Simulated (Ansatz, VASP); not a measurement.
**Cross-check of Sb (antimonene, 3 layers, AA') between VASP and Ansatz**

Wanted: the spread between two codes on one cell, functional and k mesh. The structure shown is the start of the Ansatz relaxation below; VASP solves that cell, so the two are compared at the walk's first step.

Calculated with Ansatz 0.2.0; plane waves, with VASP 6.6.1 beside it; single point at r2SCAN with D4.

## Step 1: Set-up

The cell holds 6 atoms: 6 Sb. Cell: a = 4.120 Å, b = 4.120 Å, c = 52.950 Å, α = 90.0°, β = 90.0°, γ = 120.0°. Vacuum lies along c.

## Step 2: Ansatz: relaxation, r2SCAN with D4

Ansatz runs on its default PAW (the set named soft_2) files.

The two programs are compared at the cell with which this relaxation starts, whose forces are those of its first step.

Contents of input.yaml:

```yaml
crystal:
  lattice:
    - [4.12, 0.0, 0.0]
    - [-2.06, 3.5680246636, 0.0]
    - [0.0, 0.0, 52.9500000009]
  atoms:
    - { symbol: Sb, position: [0.6666666667, 0.3333333333, 0.3966005666] }
    - { symbol: Sb, position: [0.3333333333, 0.6666666667, 0.4277620397] }
    - { symbol: Sb, position: [0.3333333333, 0.6666666667, 0.4844192635] }
    - { symbol: Sb, position: [0.6666666667, 0.3333333333, 0.5155807365] }
    - { symbol: Sb, position: [0.6666666667, 0.3333333333, 0.5722379603] }
    - { symbol: Sb, position: [0.3333333333, 0.6666666667, 0.6033994334] }
  periodic: [true, true, false]
kpoints:
  mp_grid: { grid: [8, 8, 1] }
hamiltonian:
  xc: r2scan
  dispersion: d4
scf:
  occupations: { method: fermi_dirac, width: 0.05 }
  convergence: { dr2_threshold: 1.0e-09 }
relax:
  f_tol: 0.015
  max_steps: 90
  cell: {}
output:
  write_potential: true
  write_density: true
  volumetric_format: npy
```

Run with:

```
ansatz run input.yaml --threads 4 --pin off --max-ram 6144MiB --backend cpu --events-out ev --progress --plain --runs-dir out
```

Numbers of over 12 decimals in the logs are rounded to 6 here.

The log of the run:

```text
Warning: relax.cell: scf.convergence.dr2_threshold = 1e-9 eV is looser than the 1.36704621223e-10 eV advised for a relaxation that steers and ends on the stress (1e-10 eV for each atom of the cell: 6, times the square of relax.cell.stress_2d_tol = 0.05 N/m over 20.9 Å (the atoms' height at the walk's start and 5 Å past either face), 2.387e-2 GPa, over a crystal's default 0.05). What an SCF threshold leaves in a stress goes as its square root, and in the free energy as the threshold itself, and one threshold admits the most on a small cell: [figures from the program's tests cut] Set scf.convergence.dr2_threshold to 1.36704621223e-10 eV or tighter. [rest of the remark cut]
Engine: ansatz 0.2.0, aarch64-unknown-linux-gnu
Pseudopotentials: kind: paw
Pseudopotential: Sb, paw, valence charge 15, recommended cutoff 500 eV (meta_gga), Sb.paw.azcp
Functional definition: r2SCAN
  parameter k0 = 0.174
  parameter k1 = 0.065
  parameter a1 = 4.9479
  exchange = r2scan_x(k0 = k0, k1 = k1, a1 = a1)
  correlation = r2scan_c
Crystal: 6 atoms, lattice volume = 778.379 Å³
Basis set: ecut = 500 eV, 19819 PW (Γ), exchange–correlation on 128×128×1600 points (64 copies of the dense FFT grid, shifted against one another)
Bands: 54, of which v1, the nominal top of the filled ones, is band 45 counted from 1 (44 counted from 0)
Symmetry: 12 space group operations
Space group: P-3m1 (ITA 164), of the structure as read, at distance tolerance 9.2e-5 Å
k-points: 10 of 64
Non-local potential: Sb, projectors of the file, l = 0: 2, l = 1: 2, l = 2: 2, l = 3: 2
PAW form: soft (Blöchl's): semilocal exchange-correlation on the pseudo side does not see the compensation charge
PAW frozen core: Sb, regenerated for the run's functional (the file was generated under x = pbe(κ = 0.804, μ = 0.219515), c = pbe(β = 0.066725))
PAW one-centre angular grid: Sb, 590 points (default); XC on 160 Gauss nodes
Initial density: superposition of atomic densities (neutral atoms: chi_scale 0, normalization atom), corrected by the library's trained network
Initial wavefunctions: pseudopotential atomic-orbital guess
Functional: x = r2scan, c = r2scan; τ floored in thin density (d = 2e-4 eV/Å³)
SCF iter   1: F=—  HF=-38994.109125 eV  |F-HF|=—  |Δ(HF+E_count)|=         —  Δρ=2.63e-3  dr2=3.00e-1  dr2_τ=7.03e-3  ethr=1.77e-3  ⟨swp⟩=15.4  Hψ=3304  notcnv=0  defer=6
preconditioner: auto → LDOS  [insulator: Δε(μ)=0.221 eV  Ē_g=7.886 eV  σ=0.050 eV  W_gap=0.75  n_scr=110 (ndim 8)  ℏωp=7.3 eV  f_vac=0.717  D(μ)=1.20/eV (n_scr^D=8)  ε∞_Penn≈1.9  β→1.0]
SCF iter   2: F=—  HF=-38994.133457 eV  |F-HF|=—  |Δ(HF+E_count)|=   2.43e-2  Δρ=1.37e-3  dr2=2.43e-1  dr2_τ=6.98e-4  ethr=3.34e-4  ⟨swp⟩=4.3  Hψ=994  notcnv=0  defer=18
SCF iter   3: F=—  HF=-38994.114279 eV  |F-HF|=—  |Δ(HF+E_count)|=   1.92e-2  Δρ=3.22e-4  dr2=7.65e-3  dr2_τ=3.34e-5  ethr=2.70e-4  ⟨swp⟩=3.2  Hψ=707  notcnv=0  defer=18
SCF iter   4: F=—  HF=-38994.114306 eV  |F-HF|=—  |Δ(HF+E_count)|=   2.71e-5  Δρ=1.84e-4  dr2=5.46e-4  dr2_τ=1.18e-5  ethr=8.49e-6  ⟨swp⟩=3.4  Hψ=898  notcnv=0  defer=18
SCF iter   5: F=—  HF=-38994.114186 eV  |F-HF|=—  |Δ(HF+E_count)|=   1.21e-4  Δρ=4.72e-5  dr2=1.67e-5  dr2_τ=4.22e-7  ethr=6.06e-7  ⟨swp⟩=3.2  Hψ=993  notcnv=0  defer=18
SCF iter   6: F=—  HF=-38994.114208 eV  |F-HF|=—  |Δ(HF+E_count)|=   2.26e-5  Δρ=1.95e-5  dr2=6.65e-6  dr2_τ=1.46e-7  ethr=1.86e-8  ⟨swp⟩=3.0  Hψ=1137  notcnv=0  defer=18
SCF iter   7: F=—  HF=-38994.114255 eV  |F-HF|=—  |Δ(HF+E_count)|=   4.72e-5  Δρ=5.17e-6  dr2=2.44e-7  dr2_τ=5.77e-9  ethr=7.39e-9  ⟨swp⟩=2.8  Hψ=1053  notcnv=0  defer=18
SCF iter   8: F=—  HF=-38994.114255 eV  |F-HF|=—  |Δ(HF+E_count)|=   1.45e-7  Δρ=1.64e-6  dr2=4.16e-8  dr2_τ=1.27e-9  ethr=2.71e-10  ⟨swp⟩=3.0  Hψ=1134  notcnv=0  defer=18
SCF iter   9: F=—  HF=-38994.114255 eV  |F-HF|=—  |Δ(HF+E_count)|=  1.02e-10  Δρ=4.09e-7  dr2=2.58e-9  dr2_τ=9.80e-11  ethr=4.63e-11  ⟨swp⟩=2.9  Hψ=1025  notcnv=0  defer=18
SCF iter  10: F=-38994.114255 eV  HF=-38994.114255 eV  |F-HF|=7.57e-10  |Δ(HF+E_count)|=  2.18e-11  Δρ=1.48e-7  dr2=2.50e-10  dr2_τ=1.33e-11  ethr=1.11e-12  ⟨swp⟩=12.6  Hψ=4043  notcnv=0
SCF 1 converged in 10 iterations: F = -38994.114255 eV  dr2 = 2.50e-10
  greatest PAW one-centre occupation: 0.994 electrons in one spin orbital (limit 2), on the Sb atom at site 3 (counted from 0), in its partial waves of l = 2
[...]
SCF iter   2: F=—  HF=-38994.940095 eV  |F-HF|=—  |Δ(HF+E_count)|=   5.17e-5  Δρ=1.69e-6  dr2=1.03e-8  dr2_τ=2.25e-9  ethr=2.15e-11  ⟨swp⟩=6.0  Hψ=2101  notcnv=0
SCF iter   3: F=—  HF=-38994.940095 eV  |F-HF|=—  |Δ(HF+E_count)|=   1.45e-8  Δρ=1.02e-6  dr2=2.37e-9  dr2_τ=4.80e-10  ethr=1.14e-11  ⟨swp⟩=3.0  Hψ=1097  notcnv=0
SCF iter   4: F=—  HF=-38994.940095 eV  |F-HF|=—  |Δ(HF+E_count)|=   1.37e-8  Δρ=2.64e-7  dr2=5.23e-9  dr2_τ=3.12e-11  ethr=1.11e-12  ⟨swp⟩=16.4  Hψ=4320  notcnv=0
SCF iter   5: F=-38994.940095 eV  HF=-38994.940095 eV  |F-HF|=6.55e-11  |Δ(HF+E_count)|=  2.69e-10  Δρ=1.41e-7  dr2=1.84e-10  dr2_τ=1.68e-11  ethr=1.11e-12  ⟨swp⟩=8.0  Hψ=2989  notcnv=0
SCF 12 converged in 5 iterations: F = -38994.940095 eV  dr2 = 1.84e-10
relax step  12: F+E_penalty+E_count = -38994.94009486 eV  Δ(F+E_penalty+E_count) = +1.364e-4 eV  max|allowed force component| = 4.085e-4 eV/Å  Δτ_max = 0.0000 Å  P = +0.016 N/m  Ω = 764.094 Å³  fix = [c, alpha, beta]  reactions: c +0.000 N/m  stress off target by 1.57e-2 N/m on what of the cell is left free  SCF on the basis re-selected at this cell (its energy is not comparable with the rows above)  (5 SCF iters)
basis re-selected at this cell: Δ(F+E_penalty+E_count) = +1.364e-4 eV, ΔP = -0.002 N/m vs the last step (what re-selecting the basis moved, of the pressure what is left beyond the Pulay correction that the steps carried, after the strain that the cell walked since its last selection, with what the two solves' SCF thresholds leave and, on support functions, any second-order correction that the steps lacked; it is no measure of the basis error at this ecutwfc). The dense FFT grid was sized anew with the basis: this SCF ran on 30×30×400 points, the steps before it on 32×32×400, so part of this shift can come from that change (see relax.cell in the input reference). [rest of the remark cut]
WARN: The output density's exchange-correlation potential varies sharply where the density is thin. Do not read a vacuum level from v_tot or v_xc, or from such a field of the output density. On a cell that repeats whose density bears no net charge and no dipole along the vacuum's axis use v_es (v_loc + v_h of the components); under efield.dipole_correction with no amplitude use v_es + v_field, which holds any externa [...]
SCF converged after 5 iterations
Free energy (F): -38994.940095 eV
Harris-Foulkes:  -38994.940095 eV  (|F-HF|=6.55e-11)
Internal energy: -38994.940093 eV  (E = F + TS)
E sigma→0 (E₀):  -38994.940094 eV
Entropy (-TS):   -0.000002 eV (-0.000 meV/atom)
Fermi energy:    -4.381653 eV
--- Per-component energies (eV) ---
  E_band       = -2346.825872
  E_kinetic    = 1234.622707
  E_local      = -394172.334274  (includes V_loc(G=0)·N_el)
  E_nonlocal   = 2177.741109
  E_hartree    = 196011.866180
  E_xc         = -760.751091
  E_vxc        = -612.711296  (∫ρ·V_xc dr)
  E_paw        = -27611.254920  (= ΣΔE_a)
  E_vpaw       = -3040.290939  (= ΣTr[D̂ρ^β])
  E_aug_tail   = -0.000004  (compensation charges beyond the density's cutoff)
  E_vtau       = 42.409384  (kinetic-family band-sum trace: ∫τ·v_τ [+ j·A + Jᵃ·Aᵃ] dr)
  E_ewald      = 184122.754834
  E_disp       = -0.620856  (pairwise vdW)
  E_core_change = 3.036222  (= ΣΔE_core)
  E_smearing   = -0.000002  (= −TS)
  E_closure    = 0.000000  (closes the sum)
  Σ components = -38994.940095   (vs F -38994.940095, Δ=0.00e0)
--- Forces (eV/Å), atoms counted from 1 ---
  atom   1  Sb    -0.00000000     0.00000000     0.00021799
  atom   2  Sb     0.00000000    -0.00000000    -0.00018995
  atom   3  Sb     0.00000000    -0.00000000    -0.00040847
  atom   4  Sb    -0.00000000     0.00000000     0.00040847
  atom   5  Sb    -0.00000000     0.00000000     0.00018995
  atom   6  Sb     0.00000000    -0.00000000    -0.00021799
  max |Σ_I F_I| component: 4.16e-17 eV/Å
--- 2D stress c σ (N/m, compression-positive) ---
        0.015747      -0.000000      -0.000000
       -0.000000       0.015747      -0.000000
       -0.000000      -0.000000       0.000000
  P = ½ c Tr σ = 0.0157 N/m
--- Band table (eV; the first three rows and the last of 10) ---
  k-point 0: bands = [... 41 lower, -5.0846, -5.0661, -5.0661, -5.0558, -3.1768, -2.9187, -2.7376, -2.0990, ... 5 higher]
  k-point 1: bands = [... 41 lower, -5.4823, -5.4597, -5.4411, -5.0103, -2.8552, -2.7248, -2.6055, -1.8046, ... 5 higher]
  k-point 2: bands = [... 41 lower, -6.0925, -6.0693, -5.6288, -5.1926, -3.6675, -3.4387, -3.1786, -1.4163, ... 5 higher]
  k-point 9: bands = [... 41 lower, -7.0898, -6.9170, -6.6750, -6.4755, -3.4687, -3.2183, -2.9775, -1.8331, ... 5 higher]
  the weakly bound empty levels are not read free of the cell's end (no_gap_told)
--- Relaxed structure (11 steps of the walk, 11 accepted, 1 SCFs on fresh bases) ---
  F+E_penalty+E_count = -38994.94009486 eV   max|allowed force component| = 4.085e-4 eV/Å   (the final SCF, on the basis selected at the relaxed cell)
  cell:  # Å, volume = 764.0936 Å³
    - [4.082019, 0.0, 0]
    - [-2.041009, 3.535132, 0]
    - [0, 0, 52.9500000009]
  atoms:
    - { symbol: Sb, position: [0.666667, 0.333333, 0.371943] }
    - { symbol: Sb, position: [0.333333, 0.666667, 0.402528] }
    - { symbol: Sb, position: [0.333333, 0.666667, 0.484699] }
    - { symbol: Sb, position: [0.666667, 0.333333, 0.515301] }
    - { symbol: Sb, position: [0.666667, 0.333333, 0.597472] }
    - { symbol: Sb, position: [0.333333, 0.666667, 0.628057] }
```

[end of part 1 of 2]

[Lines on the potential files, build, host, timing and source positions are cut from VASP's logs without a mark.]

[Logs are printed without paths, hosts, clocks, repeated set-up lines and the standing remarks that a program may print on its own settings, such as how far it seeks lower states.]

[Hosts, paths, dates, database ids (printed as entryN), source tags and the programs' standing remarks are cut or masked in the printed files.]
